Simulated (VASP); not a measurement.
Consider the following.

```
GaAs
1.0
    0.00000     2.87395     2.87395
    2.87395     0.00000     2.87395
    2.87395     2.87395     0.00000
Ga As
1 1
Direct
  0.00000   0.00000   0.00000
  0.25000   0.25000   0.25000
```

These are PBE GGA, VASP's PBE PAW potentials (set 64) (plane waves; VASP) values and carry that method's errors. Settings: 520 eV cut-off, Gaussian smearing of 0.050 eV, potentials Ga_d As.

Q: Give the energies of bands 7 to 12 at the high-symmetry points, in eV from the valence-band maximum.

A: 
```csv
band,Γ,X,U,L,W
7,0.00,-6.60,-6.42,-6.38,-6.43
8,0.00,-2.51,-3.61,-1.07,-3.31
9,0.00,-2.51,-2.11,-1.07,-3.12
10,0.15,1.55,1.98,0.86,4.39
11,3.71,1.67,4.52,4.61,4.69
12,3.71,9.77,7.68,4.61,5.25
```

The gap is direct, 0.15 eV, from the valence maximum at Γ to the conduction minimum at Γ.

Measured: gap 1.57 eV (computed value off by -1.42 eV), as given by Wei Chen et al., Physical Review Materials (2018), doi:10.1103/physrevmaterials.2.073803 [zero-point renormalisation of 0.05 eV added back (the table's ZPR column)].

The compound is GaAs in the zinc blende structure. It was relaxed first, which changed the volume by +5 %.
